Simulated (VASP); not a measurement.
Data:

```
Ba
1.0
   -2.44233     2.44233     2.44233
    2.44233    -2.44233     2.44233
    2.44233     2.44233    -2.44233
Ba
1
Cartesian
  0.00000   0.00000   0.00000
```

All values below come from vdW-DF-cx, VASP's PBE PAW potentials (set 64) (plane waves; VASP). Run with 520 eV cut-off, Gaussian smearing of 0.050 eV, potentials Ba_sv.

Give the energies of bands 5 to 8 at the high-symmetry points, in eV from the Fermi level.

| band | Γ | H | N | P |
|---|---|---|---|---|
| 5 | -2.77 | -0.63 | -0.92 | 0.64 |
| 6 | 1.97 | -0.63 | 0.73 | 0.64 |
| 7 | 1.97 | 4.80 | 1.53 | 0.64 |
| 8 | 1.97 | 4.80 | 3.48 | 4.21 |

It has no gap at this level: it comes out as a metal or semimetal.

The compound is Ba in the bcc structure. It was relaxed first, which changed the volume by -8 %.
